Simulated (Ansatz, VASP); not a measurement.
## Cross-check of MgGe3Pd between VASP and Ansatz

One calculation is typed for both programs; each brings its own data sets and cutoff. How far apart do they land? The cell is invented: As first built, before any earlier steps moved the atoms (in the runner's words): it takes the SrGe3Pd structure with some of its atoms replaced by other elements, volume scaled by an estimate. It may not be a known or stable phase. The cell is taken from a series of VASP runs on this material, whose earlier steps may have relaxed, scaled or displaced it; both programs get it as it stands.

Method: plane waves, with VASP 6.6.1 beside it; relaxation of cell and atoms at PBE, in Ansatz 0.2.0.

**1. Set-up**

The structure is tetragonal, space group I4mm (No. 107). Conventional cell: a = 4.119 Å, b = 4.119 Å, c = 11.434 Å, α = 90.00°, β = 90.00°, γ = 90.00°. Pd has 5 Ge at 2.44 to 2.61 Å and 4 Mg at 3.03 Å nearest. Nearest to Ge lie 1 Pd at 2.44 Å and 4 Ge at 2.65 Å and 4 Mg at 3.33 Å. Nearest to Ge lie 2 Pd at 2.61 Å and 6 Ge at 2.65 to 2.91 Å and 2 Mg at 3.18 Å. Nearest to Mg lie 4 Pd at 3.03 Å and 8 Ge at 3.18 to 3.33 Å. As first built, before any earlier steps moved the atoms (in the runner's words): sites of the SrGe3Pd structure (space group 107) filled with other elements, volume scaled by an estimate. Farther neighbours are not listed.

As a file:

```cif
data_structure
_symmetry_space_group_name_H-M 'P 1'
_symmetry_Int_Tables_number 1
_cell_length_a 6.4161
_cell_length_b 6.4161
_cell_length_c 6.4161
_cell_angle_alpha 142.557
_cell_angle_beta 142.557
_cell_angle_gamma 53.991
_cell_volume 96.98
loop_
_atom_site_label
_atom_site_type_symbol
_atom_site_fract_x
_atom_site_fract_y
_atom_site_fract_z
_atom_site_occupancy
Pd1 Pd 0.61074 0.61074 0.00000 1
Ge2 Ge 0.39716 0.39716 0.00000 1
Ge3 Ge 0.75063 0.25063 0.50000 1
Ge4 Ge 0.25063 0.75063 0.50000 1
Mg5 Mg 0.03855 0.03855 0.00000 1
```

**2. VASP: relaxation of cell and atoms, PBE**

The relaxed volume is the usual yardstick between codes: its relative difference is about their pressure difference at one cell divided by the bulk modulus.

Lines of VASP's logs that name or quote its potential files are left out, and so is its time.

INCAR reads:

```
SYSTEM = MgGe3Pd
PREC = Accurate
ENCUT = 520
EDIFF = 1E-06
NELM = 100
ISMEAR = -1
SIGMA = 0.05
LREAL = .FALSE.
ALGO = Normal
GGA = PE
NBANDS = 33
LORBIT = 11
LWAVE = .FALSE.
LCHARG = .FALSE.
KPAR = 2
IBRION = 2
NSW = 60
ISIF = 3
EDIFFG = -0.01
```

POSCAR reads:

```
MgGe3Pd
1.0
   -2.0593662977      2.0593662977      5.7170375175
    2.0593662977     -2.0593662977      5.7170375175
    2.0593662977      2.0593662977     -5.7170375175
Pd Ge Mg
1 3 1
Direct
    0.6107384726      0.6107384726      0.0000000000
    0.3971550370      0.3971550370      0.0000000000
    0.7506277903      0.2506277903      0.5000000000
    0.2506277903      0.7506277903      0.5000000000
    0.0385459197      0.0385459197      0.0000000000
```

KPOINTS reads:

```
Automatic mesh
0
Gamma
9 9 9
0 0 0
```

PAW data sets: Pd, Ge_d and Mg (PBE family, release 64).

Command:

```
mpirun -np 2 vasp_std
```

Numbers of over 12 decimals in the logs are rounded to 6 here.

Log:

```text
[banner, memory and clock lines left out]
running    2 mpi-ranks, on    1 nodes
 distrk:  each k-point on    1 cores,    2 groups
 distr:  one band on    1 cores,    1 groups

 POSCAR found type information on POSCAR PdGeMg
 POSCAR found :  3 types and       5 ions
 LDA part: xc-table for (Slater+PW92), standard interpolation
 POSCAR, INCAR and KPOINTS ok, starting setup
 FFT: planning ... GRIDC
 FFT: planning ... GRID_SOFT
 FFT: planning ... GRID
 WAVECAR not read
 entering main loop
       N       E                     dE             d eps       ncg     rms          rms(c)
DAV:   1     0.491811055532E+03    0.49181E+03   -0.26455E+04  5791   0.401E+03
DAV:   2     0.600029006907E+02   -0.43181E+03   -0.42178E+03  4950   0.852E+02
DAV:   3    -0.175130606623E+02   -0.77516E+02   -0.76631E+02  5649   0.206E+02
DAV:   4    -0.215398500285E+02   -0.40268E+01   -0.40113E+01  5765   0.533E+01
DAV:   5    -0.216313616352E+02   -0.91512E-01   -0.91441E-01  5795   0.889E+00    0.688E+00
DAV:   6    -0.212188101237E+02    0.41255E+00   -0.15045E+00  6424   0.930E+00    0.372E+00
DAV:   7    -0.210801602198E+02    0.13865E+00   -0.56691E-01  5546   0.619E+00    0.225E+00
DAV:   8    -0.210233611677E+02    0.56799E-01   -0.15254E-01  6430   0.468E+00    0.345E-01
DAV:   9    -0.210227804144E+02    0.58075E-03   -0.23519E-02  5659   0.142E+00    0.235E-01
DAV:  10    -0.210223206216E+02    0.45979E-03   -0.44075E-03  5518   0.754E-01    0.637E-02
DAV:  11    -0.210222457649E+02    0.74857E-04   -0.51144E-04  5492   0.528E-01    0.178E-02
DAV:  12    -0.210222516778E+02   -0.59129E-05   -0.59466E-05  6679   0.104E-01    0.108E-02
DAV:  13    -0.210222518527E+02   -0.17490E-06   -0.13718E-05  6405   0.362E-02    0.438E-03
DAV:  14    -0.210222516194E+02    0.23326E-06   -0.22359E-06  2898   0.301E-02
   1 F= -.21022252E+02 E0= -.21017407E+02  d E =-.210223E+02
[... from here on, the cycles between the ionic steps are left out ...]
   2 F= -.21023930E+02 E0= -.21019073E+02  d E =-.167815E-02
   3 F= -.21023978E+02 E0= -.21019123E+02  d E =-.172667E-02
   4 F= -.21023985E+02 E0= -.21019130E+02  d E =-.173288E-02
   5 F= -.21023982E+02 E0= -.21019127E+02  d E =-.173084E-02
   6 F= -.21023985E+02 E0= -.21019130E+02  d E =-.173299E-02
   7 F= -.21024275E+02 E0= -.21019435E+02  d E =-.290678E-03
   8 F= -.21024404E+02 E0= -.21019576E+02  d E =-.419568E-03
   9 F= -.21024420E+02 E0= -.21019597E+02  d E =-.435478E-03
 curvature:  -1.18 expect dE=-0.941E-04 dE for cont linesearch -0.121E-07
 trial: gam= 0.21778 g(F)=  0.629E-04 g(S)=  0.167E-04 ort = 0.200E-05 (trialstep = 0.123E+01)
 search vector abs. value=  0.990E-04
 bond charge predicted
       N       E                     dE             d eps       ncg     rms          rms(c)
DAV:   1    -0.210245329900E+02   -0.11278E-03   -0.38037E-02  5634   0.113E+00    0.739E-02
DAV:   2    -0.210245072699E+02    0.25720E-04   -0.12353E-03  6217   0.354E-01    0.424E-02
DAV:   3    -0.210244813124E+02    0.25958E-04   -0.14895E-04  5967   0.201E-01    0.232E-02
DAV:   4    -0.210244697584E+02    0.11554E-04   -0.43258E-05  6495   0.789E-02    0.680E-03
DAV:   5    -0.210244678305E+02    0.19279E-05   -0.30680E-06  3898   0.360E-02    0.337E-03
DAV:   6    -0.210244670720E+02    0.75846E-06   -0.84494E-07  2528   0.348E-02
  10 F= -.21024467E+02 E0= -.21019630E+02  d E =-.469842E-04
 trial-energy change:   -0.000047  1 .order   -0.000045   -0.000099    0.000010
 step:   1.1233(harm=  1.1233)  dis= 0.00206  next Energy=   -21.024465 (dE=-0.450E-04)
 reached required accuracy - stopping structural energy minimisation
```

From OUTCAR (step 2):

```text
ion  position               nearest neighbor table
   1  0.611  0.611  0.000-   2 2.44   3 2.61   4 2.61   3 2.61   4 2.61   5 3.03   5 3.03   5 3.03
                             5 3.03
   2  0.397  0.397  0.000-   1 2.44   3 2.65   4 2.65   4 2.65   3 2.65
   3  0.751  0.251  0.500-   1 2.61   1 2.61   2 2.65   2 2.65   4 2.91   4 2.91   4 2.91   4 2.91
                             5 3.18   5 3.18
   4  0.251  0.751  0.500-   1 2.61   1 2.61   2 2.65   2 2.65   3 2.91   3 2.91   3 2.91   3 2.91
                             5 3.18   5 3.18
   5  0.039  0.039  0.000-   1 3.03   1 3.03   1 3.03   1 3.03   3 3.18   4 3.18   4 3.18   3 3.18

  LATTYP: Found a body centered tetragonal cell.
 ALAT       =     4.1187325954
 C/A-ratio  =     2.7761149262

 Subroutine GETGRP returns: Found  8 space group operations
 (whereof  8 operations were pure point group operations)

The static configuration has the point symmetry C_4v.

 Found     75 irreducible k-points:

   k-points           NKPTS =     75   k-points in BZ     NKDIM =     75   number of bands    NBANDS=     33

   dimension x,y,z NGX =    48 NGY =   48 NGZ =   48
   dimension x,y,z NGXF=    96 NGYF=   96 NGZF=   96

   ENCUT  =  520.0 eV  38.22 Ry    6.18 a.u.  11.93 11.93 11.93*2*pi/ulx,y,z

   NELECT =      54.0000    total number of electrons

 k-points in reciprocal lattice and weights: Automatic mesh
   0.00000000  0.00000000  0.00000000       0.001
   0.11111111  0.00000000 -0.00000000       0.011
   0.22222222  0.00000000  0.00000000       0.011
   0.33333333  0.00000000  0.00000000       0.011
   0.44444444  0.00000000  0.00000000       0.011
   0.11111111  0.11111111  0.00000000       0.011
   0.22222222  0.11111111  0.00000000       0.022
   0.33333333  0.11111111  0.00000000       0.022
   0.44444444  0.11111111 -0.00000000       0.022
[...]
-0.44444444  0.44444444  0.44444444       0.005
  -0.44444444 -0.44444444  0.44444444       0.003

 average (electrostatic) potential at core
       1 -75.1836       2 -73.2501       3 -73.3086       4 -73.3086       5 -36.6336

 E-fermi :   6.2271

 k-point     1 :       0.0000    0.0000    0.0000
  band No.  band energies     occupation
    ...
     22       2.4913      2.00000
     23       2.8648      2.00000
     24       3.2148      2.00000
     25       4.4239      2.00000
     26       4.4239      2.00000
     27       6.3126      0.30633
     28       6.6028      0.00109
     29       6.6028      0.00109
     30       8.6527      0.00000
     31       9.0827      0.00000
    ...

 k-point     2 :       0.1111    0.0000   -0.0000
  band No.  band energies     occupation
    ...
     23       2.8107      2.00000
     24       3.2121      2.00000
     25       4.4477      2.00000
     26       4.4706      2.00000
     27       5.6710      1.99997
     28       6.7285      0.00009
     29       7.0530      0.00000
     30       8.9477      0.00000
     31       9.5850      0.00000
     32      10.5065      0.00000
    ...

 k-point     3 :       0.2222    0.0000    0.0000
  band No.  band energies     occupation
    ...
     23       2.6794      2.00000
     24       3.2864      2.00000
     25       4.3795      2.00000
     26       4.5232      2.00000
     27       4.9585      2.00000
     28       6.9990      0.00000
     29       8.0369      0.00000
     30       8.9743      0.00000
     31       9.5894      0.00000
     32       9.6524      0.00000
    ...

  Total       -0.0223504     -0.0223504     -0.0268563      0.0000000      0.0000000      0.0000000
  in kB       -0.3661893     -0.3661893     -0.4400125      0.0000000      0.0000000      0.0000000
  external PRESSURE =      -0.3907970 kB  Pullay stress =       0.0000000 kB

  energy-cutoff  :      520.00
  volume of cell :       97.79
      direct lattice vectors                 reciprocal lattice vectors
    -2.069788531  2.069788531  5.706623699     0.000000000  0.241570572  0.087617482
     2.069788531 -2.069788531  5.706623699     0.241570572  0.000000000  0.087617482
     2.069788531  2.069788531 -5.706623699     0.241570572  0.241570572  0.000000000

 POSITION                                       TOTAL-FORCE (eV/Angst)
 -----------------------------------------------------------------------------------
      0.00000      0.00000      6.97771        -0.000000     -0.000000      0.000295
      0.00000      0.00000      4.53448         0.000000      0.000000      0.003372
      0.00000      2.06979      2.85700         0.000000     -0.000000      0.002562
      2.06979      0.00000      2.85700        -0.000000      0.000000      0.002562
      0.00000      0.00000      0.43804         0.000000      0.000000     -0.008791
 -----------------------------------------------------------------------------------
    total drift:                               -0.000002     -0.000002      0.003688

  FREE ENERGIE OF THE ION-ELECTRON SYSTEM (eV)
  ---------------------------------------------------
  free  energy   TOTEN  =       -21.0244670720 eV

  energy  without entropy=      -21.0147937020  energy(sigma->0) =      -21.01963039

 reached required accuracy - stopping structural energy minimisation

 total charge
# of ion       s       p       d       tot
------------------------------------------
    1        0.500   0.539   8.561   9.600
    2        1.169   1.103  10.035  12.307
    3        1.209   1.035  10.040  12.284
    4        1.209   1.035  10.040  12.284
    5        0.172   0.089   0.016   0.277
--------------------------------------------------
tot          4.260   3.801  38.691  46.752

[... 3 further parts left out ...]
```

CONTCAR:

```
MgGe3Pd
   1.00000000000000
    -2.0697885307778581    2.0697885307778581    5.7066236985375509
     2.0697885307778581   -2.0697885307778581    5.7066236985375509
     2.0697885307778581    2.0697885307778581   -5.7066236985375509
  Pd              Ge              Mg
     1     3     1
Direct
     0.6113692550226599    0.6113692550226599    0.0000000000000000
     0.3972993664342995    0.3972993664342995    0.0000000000000000
     0.7503234017696166    0.2503234017696166    0.5000000000000000
     0.2503234017696166    0.7503234017696166    0.5000000000000000
     0.0383795849038038    0.0383795849038038    0.0000000000000000
```

The run keeps the 8 symmetry operations of its start, so it cannot find a distortion of lower symmetry.

[end of part 1 of 2]

[Lines on the potential files, build, host, timing and source positions are cut from VASP's logs without a mark.]

[Logs are printed without paths, hosts, clocks, repeated set-up lines and the standing remarks that a program may print on its own settings, such as how far it seeks lower states.]

[Hosts, paths, dates, database ids (printed as entryN), source tags and the programs' standing remarks are cut or masked in the printed files.]
